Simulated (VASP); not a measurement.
Given:

```xyz
4
Lattice="4.2464 0.0000 0.0000 -2.1232 3.6775 0.0000 0.0000 0.0000 6.9205" Properties=species:S:1:pos:R:3 pbc="T T T"
Cd     0.0000     0.0000     3.3888
Cd     0.0000     2.4517     0.0702
Se     0.0000     2.4517     4.3342
S      0.0000     0.0000     0.8436
```

Level of theory: r2SCAN meta-GGA, VASP's PBE PAW potentials (set 64) (plane waves; VASP). Numerical set-up: 400 eV cut-off, 7×7×4 Γ-centred mesh, tetrahedra with Blöchl corrections, potentials Cd Se S.

Problem. Predict the energy per atom (σ→0), band gap (over mesh and band path) with the smallest direct gap where there is one.

Solution. 
The band gap (over mesh and band path) is 1.22 eV, the smallest direct gap (over mesh and band path) is 1.22 eV and the energy per atom (σ→0) is -16.393 eV/atom.

Total energies compare only between runs with the same potentials, cut-off and functional.

The structure comes from a computed database's Cd2SeS entry (P3m1); how it stands against other phases isn't given here. It was relaxed first.
